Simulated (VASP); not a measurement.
```yaml
crystal:
  lattice:
    - [1.60046, -2.77208, 0.00000]
    - [1.60046, 2.77208, 0.00000]
    - [0.00000, 0.00000, 5.05871]
  atoms:
    - { symbol: Hf, position: [0.33333, 0.66667, 0.25000] }
    - { symbol: Hf, position: [0.66667, 0.33333, 0.75000] }
```

Level of theory: PBE GGA, VASP's PBE PAW potentials (set 64) (plane waves; VASP). Numerical set-up: 400 eV cut-off, Gaussian smearing of 0.050 eV, potentials Hf_pv.

Give the energies of bands 7 to 13 at the high-symmetry points, in eV from the Fermi level.

| band | Γ | M | K | A | L | H |
|---|---|---|---|---|---|---|
| 7 | -7.39 | -3.37 | -2.14 | -5.41 | -3.42 | -1.78 |
| 8 | -3.72 | -2.75 | -1.82 | -5.41 | -3.42 | -1.78 |
| 9 | 0.62 | -2.24 | -1.82 | 0.13 | -1.00 | -1.48 |
| 10 | 1.16 | -0.83 | -1.46 | 0.13 | -1.00 | -1.48 |
| 11 | 1.16 | 0.76 | 0.35 | 1.05 | 1.15 | -0.22 |
| 12 | 1.45 | 0.85 | 0.35 | 1.05 | 1.15 | -0.22 |
| 13 | 1.98 | 1.66 | 2.03 | 1.05 | 2.62 | 2.50 |

It has no gap at this level: it comes out as a metal or semimetal.

The compound is Hf in the hcp structure. It was relaxed first.
